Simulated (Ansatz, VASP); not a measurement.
# CaSnSeS: VASP beside Ansatz, part 2 of 2

One calculation is typed for both programs; each brings its own data sets and cutoff. How far apart do they land? The cell is invented: As first built, before any earlier steps moved the atoms (in the runner's words): it takes the CaS structure with some of its atoms replaced by other elements, volume scaled by an estimate. It may not be a known or stable phase. The cell is taken from a series of VASP runs on this material, whose earlier steps may have relaxed, scaled or displaced it; both programs get it as it stands.

VASP 6.6.1 and Ansatz 0.2.0.

So far. Step 2 (VASP: band structure, HSE06): The k-mesh is coarse for exact exchange; levels may shift by about 0.1 eV on a finer one. Spin-orbit coupling is off here; with elements this heavy it splits and shifts levels by tenths of an eV or more.

## Step 3: Ansatz: band structure, HSE06

Level of this step: Ansatz beside VASP: Kohn-Sham DFT, plane waves, HSE06 (Ansatz).

Ansatz runs on its default PAW (the set named soft_2) files.

The same cell, functional, mesh and smearing now go to Ansatz, which takes its cutoff from its data sets.

Input file input.yaml:

```yaml
crystal:
  lattice:
    - [4.1138576934, 0.0, 0.0]
    - [0.0, 4.1138576934, 0.0]
    - [0.0, 0.0, 5.8657964086]
  atoms:
    - { symbol: Sn, position: [0.5, 0.5, 0.5] }
    - { symbol: Se, position: [0.5, 0.5, 0.0] }
    - { symbol: Ca, position: [0.0, 0.0, 0.0] }
    - { symbol: S, position: [0.0, 0.0, 0.5] }
hamiltonian:
  xc: { exchange: pbe, correlation: pbe, exx: { coeff: 0.25, omega: 0.2 } }
  pseudopotentials: { kind: paw }
kpoints:
  mp_grid: { grid: [4, 4, 3] }
  band_path:
    path:
      - [0.0, 0.0, 0.0]
      - [0.0, 0.4, 0.0]
      - [0.3, 0.5, 0.0]
      - [0.3, 0.3, 0.0]
      - [0.0, 0.0, 0.1]
      - [0.0, 0.0, 0.5]
      - [0.0, 0.4, 0.5]
      - [0.0, 0.5, 0.5]
      - [0.3, 0.5, 0.5]
      - [0.3, 0.3, 0.5]
      - [0.0, 0.5, 0.1]
      - [0.5, 0.5, 0.0]
      - [0.5, 0.5, 0.5]
    npoints: 1
scf:
  occupations: { method: fermi_dirac, width: 0.05 }
  n_extra_bands: 8
output:
  forces: true
  stress: true
  eigenvalues: true
```

Launch:

```bash
> ansatz run input.yaml --threads 4 --pin off --max-ram 9216MiB --backend cpu --events-out ev --progress --plain --runs-dir out
```

Numbers of over 12 decimals in the logs are rounded to 6 here.

Output:

```text
Warning: output.stress: scf.convergence.dr2_threshold = 1e-7 eV (the SCF's general default) is looser than the 4e-10 eV advised for a printed stress (1e-10 eV for each atom of the cell: 4). What an SCF threshold leaves in a stress goes as its square root, and in the free energy as the threshold itself, and one threshold admits the most on a small cell: [figures from the program's tests cut] Set scf.convergence.dr2_threshold to 4e-10 eV or tighter. The threshold is an SCF's pass mark: one that does not reach it within its budget of iterations ends unconverged, or closes short of it on a stop that the run arms, and scf.convergence.dr2_threshold's page says what that costs each kind of run
Warning: output.stress: scf.exx.energy_threshold = 1e-6 eV is looser than the 4e-8 eV advised for a stress under a hybrid functional (1e-8 eV for each atom of the cell: 4). Every SCF of the exchange loop can meet its threshold on dr2 while the loop round them stops early: no threshold on dr2 bounds what that leaves in the stress. Set scf.exx.energy_threshold to 4e-8 eV or tighter. The threshold is the loop's pass mark: a loop that does not reach it within its budget of cycles ends unconverged, and scf.exx.energy_threshold's page has the law
scf.n_extra_bands = 8 over 23 filled bands (N_el = 46.0): the run solves 31 bands
Engine: ansatz 0.2.0, x86_64-unknown-linux-gnu
Pseudopotentials: kind: paw
Pseudopotential: Sn, paw, valence charge 14, recommended cutoff 420 eV (normal), Sn.paw.azcp
Pseudopotential: Se, paw, valence charge 16, recommended cutoff 420 eV (normal), Se.paw.azcp
Pseudopotential: Ca, paw, valence charge 10, recommended cutoff 420 eV (normal), Ca.paw.azcp
Pseudopotential: S, paw, valence charge 6, recommended cutoff 420 eV (normal), S.paw.azcp
Functional definition: unnamed
  parameter a_1 = 0.25
  parameter omega_1 = 0.2/angstrom
  exchange = pbe_x + (-a_1)*pbe_x_sr(omega_1) + a_1*exact_x_sr(omega_1)
  correlation = pbe_c
Crystal: 4 atoms, lattice volume = 99.272 Å³
Basis set: ecut = 420 eV, 1923 PW (Γ), exchange–correlation on 60×60×80 points (8 copies of the dense FFT grid, shifted against one another)
Bands: 31, of which v1, the nominal top of the filled ones, is band 23 counted from 1 (22 counted from 0)
Symmetry: 16 space group operations
Space group: P4/mmm (ITA 123), of the structure as read, at distance tolerance 4.6e-5 Å
k-points: 12 of 48
Non-local potential: Sn, projectors of the file, l = 0: 2, l = 1: 2, l = 2: 2, l = 3: 2
Non-local potential: Se, projectors of the file, l = 0: 2, l = 1: 2, l = 2: 3, l = 3: 1
Non-local potential: Ca, projectors of the file, l = 0: 3, l = 1: 2, l = 2: 2
Non-local potential: S, projectors of the file, l = 0: 2, l = 1: 2, l = 2: 2
PAW form: soft (Blöchl's): semilocal exchange-correlation on the pseudo side does not see the compensation charge
PAW frozen core: Sn, regenerated for the run's functional, and the local potential with it (the file was generated under x = pbe(κ = 0.804, μ = 0.219515), c = pbe(β = 0.066725))
PAW frozen core: Se, regenerated for the run's functional, and the local potential with it (the file was generated under x = pbe(κ = 0.804, μ = 0.219515), c = pbe(β = 0.066725))
PAW frozen core: Ca, regenerated for the run's functional, and the local potential with it (the file was generated under x = pbe(κ = 0.804, μ = 0.219515), c = pbe(β = 0.066725))
PAW frozen core: S, regenerated for the run's functional, and the local potential with it (the file was generated under x = pbe(κ = 0.804, μ = 0.219515), c = pbe(β = 0.066725))
PAW one-centre angular grid: Sn, 590 points (default); XC on 64 Gauss nodes
PAW one-centre angular grid: Se, 590 points (default); XC on 64 Gauss nodes
PAW one-centre angular grid: Ca, 110 points (default); XC on 64 Gauss nodes
PAW one-centre angular grid: S, 110 points (default); XC on 64 Gauss nodes
Initial density: superposition of atomic densities (neutral atoms: chi_scale 0, normalization atom), corrected by the library's trained network
Initial wavefunctions: pseudopotential atomic-orbital guess
Functional: x = pbe(κ = 0.804, μ = 0.219515), c = pbe(β = 0.066725), warm-up for x = pbe(κ = 0.804, μ = 0.219515) + 0.25 (exact − pbe) at short range (hse, ω = 0.2 Å⁻¹), c = pbe(β = 0.066725)
SCF iter   1: F=—  HF=-14217.191047 eV  |F-HF|=—  |Δ(HF+E_count)|=         —  Δρ=2.14e-3  dr2=7.58e-3  ethr=1.77e-3  ⟨swp⟩=13.5  Hψ=1928  notcnv=0
preconditioner: auto → none  [insulator: Δε(μ)=0.543 eV  Ē_g=9.155 eV  σ=0.050 eV  W_gap=0.99  n_scr=20 (ndim 8)  ℏωp=15.8 eV  f_vac=0.000  D(μ)=0.03/eV (n_scr^D=0)]
SCF iter   2: F=—  HF=-14217.189850 eV  |F-HF|=—  |Δ(HF+E_count)|=   1.20e-3  Δρ=8.24e-4  dr2=8.81e-4  ethr=1.65e-5  ⟨swp⟩=5.2  Hψ=968  notcnv=0  defer=4
iter 3 solved again at ethr=7.88e-8 eV; its pass at ethr=1.92e-6 eV (dr2=3.63e-5 eV) is discarded
SCF iter   3: F=—  HF=-14217.189842 eV  |F-HF|=—  |Δ(HF+E_count)|=   8.16e-6  Δρ=2.01e-4  dr2=3.33e-5  ethr=7.88e-8  ⟨swp⟩=4.5  Hψ=1651  notcnv=0
SCF iter   4: F=-14217.189847 eV  HF=-14217.189846 eV  |F-HF|=9.43e-7  |Δ(HF+E_count)|=   3.90e-6  Δρ=5.56e-5  dr2=2.23e-6  ethr=7.24e-8  ⟨swp⟩=3.5  Hψ=784  notcnv=0
SCF 1 stopped early in 4 iterations: F = -14217.189847 eV  dr2 = 2.23e-6
  greatest PAW one-centre occupation: 1.000 electrons in one spin orbital (limit 2), on the Se atom at site 1 (counted from 0), in its partial waves of l = 2
Initial density: handed on by an earlier stage of this run
Initial wavefunctions: those handed on with the density
Functional: x = pbe(κ = 0.804, μ = 0.219515) + 0.25 (exact − pbe) at short range (hse, ω = 0.2 Å⁻¹), c = pbe(β = 0.066725)
Exchange kernel: α = 0.2500, screened, ω = 0.2000 Å⁻¹, Wigner–Seitz truncation, v(0) = 1118.7025 eV·Å³, q-mesh 4×4×3, nearest image of the exchange supercell L = 16.46 Å, pair-density grid 18×18×25, without the augmentation charges, whose exchange is taken in its separable form by FFT convolution over the k-point mesh (sized by the pseudopotential files, 30×30×40 at the most), smooth part of the exact exchange by density-matrix convolution
Frozen-core exchange: fock
SCF iter   1: F=—  HF=-14224.247553 eV  |F-HF|=—  |Δ(HF+E_count)|=         —  Δρ=4.26e-3  dr2=2.43e-2  ethr=4.85e-8  ⟨swp⟩=12.7  Hψ=2415  notcnv=0
preconditioner: auto → none  [insulator: Δε(μ)=0.868 eV  Ē_g=10.809 eV  σ=0.050 eV  W_gap=1.00  n_scr=20 (ndim 8)  ℏωp=15.8 eV  f_vac=0.000  D(μ)=0.00/eV (n_scr^D=0)]
SCF iter   2: F=—  HF=-14224.234060 eV  |F-HF|=—  |Δ(HF+E_count)|=   1.35e-2  Δρ=1.96e-3  dr2=3.22e-3  ethr=4.85e-8  ⟨swp⟩=5.5  Hψ=1551  notcnv=0
SCF iter   3: F=—  HF=-14224.243515 eV  |F-HF|=—  |Δ(HF+E_count)|=   9.46e-3  Δρ=1.11e-3  dr2=1.01e-3  ethr=4.85e-8  ⟨swp⟩=5.5  Hψ=1513  notcnv=0
SCF iter   4: F=—  HF=-14224.243159 eV  |F-HF|=—  |Δ(HF+E_count)|=   3.56e-4  Δρ=3.63e-4  dr2=1.18e-4  ethr=4.85e-8  ⟨swp⟩=4.8  Hψ=1047  notcnv=0
SCF iter   5: F=—  HF=-14224.243141 eV  |F-HF|=—  |Δ(HF+E_count)|=   1.81e-5  Δρ=7.44e-5  dr2=3.43e-5  ethr=4.85e-8  ⟨swp⟩=3.8  Hψ=826  notcnv=0
SCF iter   6: F=—  HF=-14224.243309 eV  |F-HF|=—  |Δ(HF+E_count)|=   1.68e-4  Δρ=1.03e-4  dr2=2.18e-5  ethr=2.13e-8  ⟨swp⟩=5.0  Hψ=1175  notcnv=0
SCF iter   7: F=-14224.243301 eV  HF=-14224.243302 eV  |F-HF|=4.00e-7  |Δ(HF+E_count)|=   7.21e-6  Δρ=2.03e-5  dr2=1.31e-6  ethr=2.13e-8  ⟨swp⟩=4.0  Hψ=780  notcnv=0
SCF 2 stopped early in 7 iterations: F = -14224.243301 eV  dr2 = 1.31e-6
hybrid outer 1: dexx = +1.119e-2 eV, tail = 7.70e-5 eV
Exchange kernel: α = 0.2500, screened, ω = 0.2000 Å⁻¹, Wigner–Seitz truncation, v(0) = 1118.7025 eV·Å³, q-mesh 4×4×3, nearest image of the exchange supercell L = 16.46 Å, pair-density grid 18×18×25, without the augmentation charges, whose exchange is taken in its separable form by FFT convolution over the k-point mesh (sized by the pseudopotential files, 30×30×40 at the most), smooth part of the exact exchange by density-matrix convolution
Frozen-core exchange: fock
SCF iter   1: F=—  HF=-14224.243195 eV  |F-HF|=—  |Δ(HF+E_count)|=         —  Δρ=3.39e-5  dr2=8.41e-7  ethr=8.37e-7  ⟨swp⟩=5.7  Hψ=940  notcnv=0
preconditioner: auto → none  [insulator: Δε(μ)=0.880 eV  Ē_g=10.722 eV  σ=0.050 eV  W_gap=1.00  n_scr=20 (ndim 8)  ℏωp=15.8 eV  f_vac=0.000  D(μ)=0.00/eV (n_scr^D=0)]
SCF iter   2: F=—  HF=-14224.243196 eV  |F-HF|=—  |Δ(HF+E_count)|=   9.02e-7  Δρ=1.99e-5  dr2=2.05e-7  ethr=1.62e-9  ⟨swp⟩=5.0  Hψ=1104  notcnv=0  defer=3
SCF iter   3: F=—  HF=-14224.243196 eV  |F-HF|=—  |Δ(HF+E_count)|=   1.48e-8  Δρ=9.37e-6  dr2=3.35e-8  ethr=3.71e-10  ⟨swp⟩=2.8  Hψ=688  notcnv=0
SCF iter   4: F=-14224.243196 eV  HF=-14224.243196 eV  |F-HF|=3.37e-10  |Δ(HF+E_count)|=   6.72e-9  Δρ=7.95e-7  dr2=4.47e-9  ethr=6.48e-11  ⟨swp⟩=3.6  Hψ=805  notcnv=0
SCF 3 converged in 4 iterations: F = -14224.243196 eV  dr2 = 4.47e-9
  Residual-converged pass: ⟨swp⟩=3.0  Hψ=892  notcnv=0  max |occ|·‖R‖ = 2.4e-6 eV (tolerance 2.4e-6 eV)  dr2=4.58e-9  dr2_onsite=1.23e-10  max |Δocc| = 5.3e-15
hybrid outer 2: dexx = +6.334e-7 eV, tail = 2.99e-8 eV, Δε = 2.69e-3 eV (about 9.56e-5 eV left of the loop's levels)
NSCF: frozen V_eff on 13 k-points
hybrid SCF converged: 2 outer / 11 inner (+4 warm-up), last move |dexx| = 6.33e-7 eV, tail = 2.99e-8 eV
Stability not checked: this state was not tested for a lower state beside it, because the functional holds exact exchange (a hybrid, or Hartree-Fock), whose exchange loop this test does not read (fock_operator; see scf.lower_state_search)
Free energy (F): -14224.243196 eV
Frozen-core exchange: fock
Harris-Foulkes:  -14224.243196 eV  (|F-HF|=3.37e-10)
Internal energy: -14224.243172 eV  (E = F + TS)
E sigma→0 (E₀):  -14224.243184 eV
Entropy (-TS):   -0.000025 eV (-0.006 meV/atom)
Fermi energy:    8.931949 eV
--- Per-component energies (eV) ---
  E_band       = -710.512136
  E_kinetic    = 688.852959
  E_local      = -4368.393720  (includes V_loc(G=0)·N_el)
  E_nonlocal   = -539.709508
  E_hartree    = 2133.147092
  E_xc         = -573.688092
  E_vxc        = -363.964779  (∫ρ·V_xc dr)
  E_exx        = -145.214630  (= α·E_x^exact, valence–valence)
  E_paw        = -7512.393702  (= ΣΔE_a)
  E_vpaw       = -103.161587  (= ΣTr[D̂ρ^β])
  E_aug_tail   = -0.000589  (compensation charges beyond the density's cutoff)
  E_ewald      = -3905.786127
  E_core_change = -1.056853  (= ΣΔE_core)
  E_smearing   = -0.000025  (= −TS)
  E_closure    = 0.000000  (closes the sum)
  Σ components = -14224.243196   (vs F -14224.243196, Δ=1.82e-12)
--- Forces (eV/Å), atoms counted from 1 ---
  atom   1  Sn     0.00000000     0.00000000     0.00000000
  atom   2  Se    -0.00000000     0.00000000     0.00000000
  atom   3  Ca    -0.00000000     0.00000000     0.00000000
  atom   4  S     -0.00000000     0.00000000     0.00000000
  max |Σ_I F_I| component: 6.51e-30 eV/Å
--- Stress (GPa, compression-positive) ---
        2.003538       0.000000       0.000000
        0.000000       2.003538       0.000000
        0.000000       0.000000      -0.335063
  P = ⅓ Tr σ = 1.2240 GPa (12.240 kbar)
--- Band table (eV; the first three rows and the last of 12) ---
  k-point 0: bands = [... 19 lower, 4.5832, 6.1654, 6.3335, 6.3335, 10.2021, 11.9400, 12.5605, 12.5605, ... 4 higher]
  k-point 1: bands = [... 19 lower, 4.7038, 6.0963, 6.0963, 6.7494, 10.3587, 11.9216, 12.4409, 12.7112, ... 4 higher]
  k-point 2: bands = [... 19 lower, 4.9347, 5.7120, 5.9716, 6.6620, 11.4699, 12.0386, 12.4217, 12.4946, ... 4 higher]
  k-point 11: bands = [... 19 lower, 4.6139, 4.6139, 4.9099, 6.6010, 11.6416, 11.6416, 11.9688, 13.3061, ... 4 higher]
```

Run time: 40 s. Hardware: 4 threads of Intel Xeon Platinum 8488C (Sapphire Rapids), shared host; peak memory 1.8 GiB; 2.4 min of CPU time.

## Step 4: Differences

Known differences besides the potentials themselves: exact exchange at q = 0 is treated differently, which shows on coarse meshes; VASP keeps PBE cores, Ansatz makes them for the functional; the data sets hold 46 valence electrons in Ansatz (default PAW (the set named soft_2) files) and 36 in VASP; the cutoff is 420 eV in Ansatz and 400 eV in VASP; VASP takes a coarser grid for exact exchange (PRECFOCK = Fast). Total energies have different zeros and are not compared.

Both answers:

| quantity | Ansatz | VASP | difference |
| --- | --- | --- | --- |
| gap over the path points (eV) | 0.029 | 0.025 | +0.004 |

Levels at points of the path, from each program's valence-band top (eV; 4 filled, then empty):

| k (reciprocal lattice) | Ansatz | VASP |
| --- | --- | --- |
| 0.000 0.000 0.000 | -4.60 -3.02 -2.85 -2.85 1.02 2.76 3.38 | -4.60 -3.02 -2.85 -2.85 1.02 2.75 3.38 |
| 0.000 0.400 0.000 | -4.00 -3.98 -3.35 -1.36 1.29 2.04 3.54 | -4.00 -3.98 -3.35 -1.37 1.29 2.04 3.55 |
| 0.300 0.500 0.000 | -5.10 -4.32 -3.92 -3.53 1.93 2.03 3.95 | -5.10 -4.32 -3.92 -3.54 1.93 2.03 3.95 |
| 0.300 0.300 0.000 | -5.02 -3.80 -3.75 -2.75 1.87 2.55 3.08 | -5.02 -3.80 -3.75 -2.76 1.87 2.55 3.09 |
| 0.000 0.000 0.100 | -4.59 -3.03 -2.88 -2.88 1.04 2.86 3.45 | -4.59 -3.03 -2.88 -2.88 1.04 2.85 3.45 |
| 0.000 0.000 0.500 | -4.43 -3.17 -3.17 -1.75 1.24 1.67 3.32 | -4.43 -3.18 -3.18 -1.76 1.24 1.68 3.32 |
| 0.000 0.400 0.500 | -3.80 -3.52 -3.31 -0.61 0.49 0.82 1.51 | -3.81 -3.52 -3.31 -0.61 0.48 0.82 1.51 |
| 0.000 0.500 0.500 | -3.86 -3.38 -3.21 0.00 0.03 0.34 1.22 | -3.86 -3.39 -3.21 0.00 0.03 0.34 1.22 |
| 0.300 0.500 0.500 | -5.00 -4.46 -4.06 -1.47 1.01 2.82 3.55 | -5.01 -4.46 -4.06 -1.48 1.01 2.82 3.56 |
| 0.300 0.300 0.500 | -4.37 -3.98 -3.78 -1.34 0.95 2.09 3.27 | -4.37 -3.99 -3.79 -1.35 0.96 2.09 3.27 |

Among the levels compared at these points, filled levels agree within 10 meV and empty ones within 8 meV.

## Step 5: Results

```json
{"difference in gap over the path points (band structure, HSE06)": "0.0039 eV"}
```

**Reading.** The difference in gap over the path points is 0.0039 eV (band structure, HSE06), within the 0.08 eV picked in this series as the mark of a large difference. How closely two codes agree says nothing of how well the functional describes the real material.

[Lines on the potential files, build, host, timing and source positions are cut from VASP's logs without a mark.]

[Logs are printed without paths, hosts, clocks, repeated set-up lines and the standing remarks that a program may print on its own settings, such as how far it seeks lower states.]

[Hosts, paths, dates, database ids (printed as entryN), source tags and the programs' standing remarks are cut or masked in the printed files.]
